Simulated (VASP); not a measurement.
Consider the following.

```yaml
crystal:
  lattice:
    - [0.00000, 2.09059, 2.09059]
    - [2.09059, 0.00000, 2.09059]
    - [2.09059, 2.09059, 0.00000]
  atoms:
    - { symbol: Ti, position: [0.00000, 0.00000, 0.00000] }
    - { symbol: N, position: [0.50000, 0.50000, 0.50000] }
```

Computed with revPBE GGA, VASP's PBE PAW potentials (set 64) (plane waves; VASP 6.6.1). Settings: 520 eV cut-off, 15×15×15 Γ-centred mesh, first-order Methfessel-Paxton smearing of 0.10 eV, potentials Ti_sv N.

Problem. Give the stress tensor in GPa (positive for a compressed cell).

Solution. 
```
18.82   0.00   0.00
 0.00  18.82   0.00
 0.00   0.00  18.82
```
The pressure is its mean diagonal, 18.82 GPa.

The compound is TiN in the rock salt structure. This cell is one point of a volume scan, at 0.94 of the reference volume. The electron count is odd and the run is not spin-polarised, which forces a metal.
